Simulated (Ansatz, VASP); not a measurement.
This is a calculation of Mg6TiFe for VASP 6.6.1. The cell comes from a database or a generator and needn't be the stable form of this composition.

INCAR

```
PREC     = Accurate       # precision mode
ENCUT    = 520            # plane-wave cutoff, eV
EDIFF    = 1E-7           # SCF threshold, eV
ISMEAR   = 0              # smearing method
SIGMA    = 0.05           # smearing width, eV
LREAL    = F              # projectors in reciprocal space
LASPH    = T              # aspherical terms in the spheres
NELM     = 120            # most SCF steps
ALGO     = Normal         # electronic algorithm
ISIF     = 2              # what is computed and relaxed
LWAVE    = F              # write WAVECAR
LCHARG   = F              # write CHGCAR
ISPIN    = 2              # spin polarisation
MAGMOM   = 3 1 0 0 0 0 0 0 # initial moments
LORBIT   = 11             # projections on sites
LMAXMIX  = 4              # l up to which the mixer works
GGA      = PS             # functional
```

File KPOINTS:

```
regular mesh
0
Gamma
  6 5 5
```

Contents of POSCAR:

```
Mg6TiFe
1.0
    4.7824760000      0.0000000000      0.0000000000
    0.0000000000      3.0438550000      5.4901440000
    0.0000000000     -3.0438550000      5.4901440000
Fe Ti Mg
1 1 6
Cartesian
    0.0000000000      0.0000000000      8.8450502152
    2.3912380000      0.0000000000      7.5729948307
    2.3912380000      0.0000000000      1.8255717026
    2.3912380000     -1.5852275086      4.6190557924
    2.3912380000      1.5852275086      4.6190557924
    0.0000000000      0.0000000000      3.6321145661
    0.0000000000     -1.4648734819      6.4036490602
    0.0000000000      1.4648734819      6.4036490602
```

Potentials or basis: VASP PAW PBE potentials, release 54 (Fe, Ti_sv, Mg).

Run with:

```console
$ cat potpaw_PBE.54/Fe/POTCAR potpaw_PBE.54/Ti_sv/POTCAR potpaw_PBE.54/Mg/POTCAR > POTCAR
$ mpirun -np 1 vasp_std > vasp.out
```

Problem. Set up the same calculation for Ansatz 0.2.0. Potentials or basis there: Ansatz PAW, cutoff 420 eV.

Solution. As run (cutoffs and basis follow the program's own potentials, and thresholds, step limits or extra output files can differ):

The input input.yaml:

```yaml
crystal:
  lattice:
    - [4.782476, 0.0, 0.0]
    - [0.0, 3.043855, 5.490144]
    - [0.0, -3.043855, 5.490144]
  atoms:
    - { symbol: Fe, position: [0.0, 0.805539, 0.805539], spin: 3.0 }
    - { symbol: Ti, position: [0.5, 0.68969, 0.68969], spin: 1.0 }
    - { symbol: Mg, position: [0.5, 0.166259, 0.166259] }
    - { symbol: Mg, position: [0.5, 0.16027, 0.681066] }
    - { symbol: Mg, position: [0.5, 0.681066, 0.16027] }
    - { symbol: Mg, position: [0.0, 0.330785, 0.330785] }
    - { symbol: Mg, position: [0.0, 0.342567, 0.823823] }
    - { symbol: Mg, position: [0.0, 0.823823, 0.342567] }
hamiltonian:
  xc: pbesol
  pseudopotentials: { kind: paw }
magnetization:
  spin_polarized: true
kpoints:
  mp_grid: { grid: [6, 5, 5] }
scf:
  occupations: { method: gaussian, width: 0.05 }
output:
  forces: true
  stress: true
  eigenvalues: true
  write_density: true
  write_potential: true
  elf: true
  volumetric_format: npy
```

Potentials or basis: Ansatz PAW.

Command:

```bash
$ ansatz run input.yaml --threads 4 --pin off --max-ram 11264MiB --backend cpu --events-out ev --progress --plain --runs-dir out
```

Both were run:

|  | VASP | Ansatz |
| --- | --- | --- |
| Pressure | -1.6 GPa | -1.6 GPa |
| Largest force | 0.142 eV/Å | 0.151 eV/Å |
| Net moment | 0.87 μB per cell | 0.90 μB per cell |

Ansatz's pressure holds a Pulay term of +0.01 GPa for its cutoff of 420 eV, which the other run lacks.

The potentials hold 32 and 88 valence electrons a cell.

VASP's potentials were made for PBE. Ansatz's potentials were made for PBE.

Where Ansatz's input types no cutoff or centring, it takes its own default and a Γ-centred mesh.

The magnetic state is the one that the start led to; the real crystal's order can differ.

Pressure is positive in compression.
